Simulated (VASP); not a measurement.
**PbO (litharge): computed properties**

Calculation: PBE GGA, VASP's PBE PAW potentials (set 64) (plane waves; VASP 6.6.1).

```yaml
space_group: P4/nmm (129)
cell: a = b = 4.057 Å, c = 5.452 Å, α = β = γ = 90.00°
volume_per_atom: 22.43 Å^3/atom
band gap (over mesh and band path): 1.68 eV
smallest direct gap (over mesh and band path): 1.98 eV
band_edge_character: indirect, M-Γ at 0.89 to M
density: 8.26 g/cm³
```

PbO is modelled in the tetragonal space group P4/nmm, origin choice 1 (No. 129), Pearson symbol tP4. Lattice parameters: a = b = 4.057 Å, c = 5.452 Å, α = β = γ = 90.00°. Pb on 2c is coordinated by 4 O at 2.352 Å. O on 2a is coordinated by 4 Pb at 2.352 Å (tetrahedral). (Neighbours: up to the widest gap in distance over summed covalent radii, below 1.35, at either atom; cation-cation and far metal-metal contacts left out.)

Measured: a 3.975 Å (computed value off by +2.1 %), c 5.023 Å (computed value off by +8.5 %), as given by P. Canepa et al., The Journal of Physical Chemistry C (2012), arXiv:1204.2842. The calculation is for a static lattice, while the measured a, c hold thermal and zero-point effects, which are part of the difference. A miss this large can also come from another phase, state or cell setting, or from a fault of the measured value.  Without a dispersion term in the relaxation, distances and binding between the weakly bound layers, chains or molecules are unreliable, and so is what depends on them. Unless said otherwise, spin-orbit coupling is left out, though it shifts the bands of the heavy elements here.

The compound is PbO in the litharge structure. It was relaxed first, which changed the volume by +13 %. Symmetry was kept, so distortions that lower it aren't found.
